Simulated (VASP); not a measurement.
Computed with PBE GGA, VASP's PBE PAW potentials (set 64) (plane waves; VASP).

A VASP calculation is set up with these files.

### KPOINTS
```
Automatic mesh
0
Gamma
16 16 16
0 0 0
```

### POSCAR
```
HfN
1.0
  0.0000000000   2.2671932123   2.2671932123
  2.2671932123   0.0000000000   2.2671932123
  2.2671932123   2.2671932123   0.0000000000
Hf N
1 1
Cartesian
  0.0000000000   0.0000000000   0.0000000000
  2.2671932123   2.2671932123   2.2671932123
```

### INCAR
```
NELMIN=4
LASPH=T   # aspherical one-centre terms
SYSTEM=HfN
IBRION=2   # conjugate gradients
NSW=20   # most ionic steps
LCHARG=F
ISIF=2
SIGMA=0.1   # width (eV)
ENCUT=450
ISMEAR=1
ALGO=Fast
EDIFF=1E-5
LWAVE=F
PREC=Normal
LREAL=F
LMAXMIX=6
NELM=100
GGA=PE
EDIFFG=-0.03   # ionic stop
```

POTCAR, in this order: Hf_pv N (PBE.64 set). Program: vasp_std.

Task: What will the output report for the number of irreducible k-points (NKPTS), largest plane-wave count, number of space-group operations, FFT grid (NGX, NGY, NGZ)?

Result: 
```json
{
 "number of irreducible k-points (NKPTS)": "145",
 "largest_plane_wave_count": "531",
 "number_of_space_group_operations": "48",
 "FFT grid (NGX, NGY, NGZ)": "18 × 18 × 18"
}
```

The compound is HfN in the rock salt structure. It was relaxed first. The electron count is odd and the run is not spin-polarised, which forces a metal.
